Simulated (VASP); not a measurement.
Input:

```yaml
crystal:
  lattice:
    - [2.30520, -3.90660, 0.00000]
    - [2.30520, 3.90660, 0.00000]
    - [0.00000, 0.00000, 4.62060]
  atoms:
    - { symbol: Ga, position: [0.15490, 0.84510, 0.91900] }
    - { symbol: Ga, position: [0.34510, 0.65490, 0.41900] }
    - { symbol: Ga, position: [0.65490, 0.34510, 0.58100] }
    - { symbol: Ga, position: [0.84510, 0.15490, 0.08100] }
```

Calculation: PBE GGA, VASP's PBE PAW potentials (set 64) (plane waves; VASP). Run with LREAL = Auto, 400 eV cut-off, 7×7×6 Γ-centred mesh, first-order Methfessel-Paxton smearing of 0.10 eV, potentials Ga_d.

Task: Which forces act on the atoms, in eV/Å?

Result: 
```tsv
atom	Fx	Fy	Fz
Ga1	0.000	-0.102	-0.019
Ga2	0.000	0.102	-0.019
Ga3	0.000	-0.102	0.019
Ga4	0.000	0.102	0.019
```

Task: Give the stress tensor in GPa (positive for a compressed cell).

Result: 
```
-2.05   0.00   0.00
 0.00  -0.84   0.00
 0.00   0.00  -1.27
```
The pressure is its mean diagonal, -1.38 GPa.

The compound is Ga in the alpha structure. The cell was not relaxed at this level. The run is one of a series of settings (LREAL = Auto against the base run), some of them coarse on purpose.
